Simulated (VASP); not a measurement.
Method: PBE GGA, VASP's PBE PAW potentials (set 64) (plane waves; VASP).

The input files of a VASP run:

### POSCAR
```
SiC
1.0
  0.0000000000   2.1578639159   2.1578639159
  2.1578639159   0.0000000000   2.1578639159
  2.1578639159   2.1578639159   0.0000000000
Si C
1 1
Cart
  0.0000000000   0.0000000000   0.0000000000
  1.0789319580   1.0789319580   1.0789319580
```

INCAR:
```
IBRION  =  2
ISIF  =  3   ! ions, shape and volume
ALGO  =  Normal
NELM  =  100   ! most electronic steps
PREC  =  Accurate
GGA  =  PE
SIGMA  =  0.05   ! width (eV)
ENCUT  =  620   ! plane-wave cut-off (eV)
SYSTEM  =  SiC
EDIFFG  =  -0.02   ! ionic stop
PSTRESS  =  200
LWAVE  =  .False.
ISMEAR  =  0
LREAL  =  .False.   ! projection in real space or not
LASPH  =  .True.
EDIFF  =  1E-6
LCHARG  =  .False.
NSW  =  40
```

KPOINTS:
```
Automatic mesh
0
gamma
  11 11 11
```

POTCAR, in this order: Si C (PBE.64 set). Program: vasp_std.

Energy and stress use the plane-wave basis of the starting cell.

**Question.** Estimate the energy per atom (σ→0), volume per atom.

**Answer.** 
```yaml
energy per atom (σ→0): -7.484 eV/atom
volume_per_atom: 9.68 Å³/atom
```

### OSZICAR
```
...
DAV:   1    -0.149854882425E+02   -0.20117E+00   -0.79699E-01   944   0.788E+00    0.105E+00
DAV:   2    -0.149716542622E+02    0.13834E-01   -0.34135E-02  1056   0.126E+00    0.543E-01
DAV:   3    -0.149687231064E+02    0.29312E-02   -0.52784E-03  1176   0.508E-01    0.135E-01
DAV:   4    -0.149682588762E+02    0.46423E-03   -0.64147E-04   960   0.162E-01    0.551E-02
DAV:   5    -0.149682433089E+02    0.15567E-04   -0.22211E-05  1272   0.371E-02    0.356E-02
DAV:   6    -0.149682406750E+02    0.26339E-05   -0.19240E-06  1000   0.122E-02    0.541E-03
DAV:   7    -0.149682410156E+02   -0.34060E-06   -0.30905E-07   472   0.373E-03
   3 F= -.12550316E+02 E0= -.12550316E+02  d E =-.236735E-01
```

The compound is SiC in the zinc blende structure. This run relaxes it under an external pressure of 20 GPa. Symmetry was kept, so distortions that lower it aren't found.
